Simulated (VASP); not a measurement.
A convergence study with VASP on AlP (zinc blende): one setting is varied, all else stays as given below, so the limit is that of these other settings. Each run relaxes cell and ions from the cell shown.

```xyz
2
Lattice="0.0000 2.7300 2.7300 2.7300 0.0000 2.7300 2.7300 2.7300 0.0000" Properties=species:S:1:pos:R:3 pbc="T T T"
Al     0.0000     0.0000     0.0000
P      1.3650     1.3650     1.3650
```

Level of theory: PBE GGA, VASP's PBE PAW potentials (set 64) (plane waves; VASP). The tightest run used: 550 eV cut-off, 12×12×12 Γ-centred mesh, Gaussian smearing of 0.050 eV, potentials Al P.

Gaps are read on the run's mesh, which can miss a band edge.

| setting | relaxed volume (Å³/atom) | E (eV/atom) | gap on the mesh (eV) | irreducible k-points |
|---|---|---|---|---|
| 2×2×2 mesh | 22.272 | -4.3149 | 1.552 | 3 |
| 3×3×3 mesh | 21.186 | -5.0056 | 2.182 | 4 |
| 4×4×4 mesh | 20.952 | -5.1419 | 1.612 | 8 |
| 5×5×5 mesh | 20.888 | -5.1754 | 1.857 | 10 |

These are the cheaper rows. Estimate the results at 12×12×12 mesh, and how far the last row shown lies from them.

```json
[
 {"quantity": "relaxed volume (Å³/atom)", "tightest run": "20.860", "last row shown is off by": "0.028"},
 {"quantity": "E (eV/atom)", "tightest run": "-5.1889", "last row shown is off by": "0.0135"},
 {"quantity": "gap on the mesh (eV)", "tightest run": "1.629", "last row shown is off by": "0.228"}
]
```

Left out are rungs that failed or repeat a setting and relaxations that didn't move; long series are thinned to 24 rows.

The compound is AlP in the zinc blende structure.
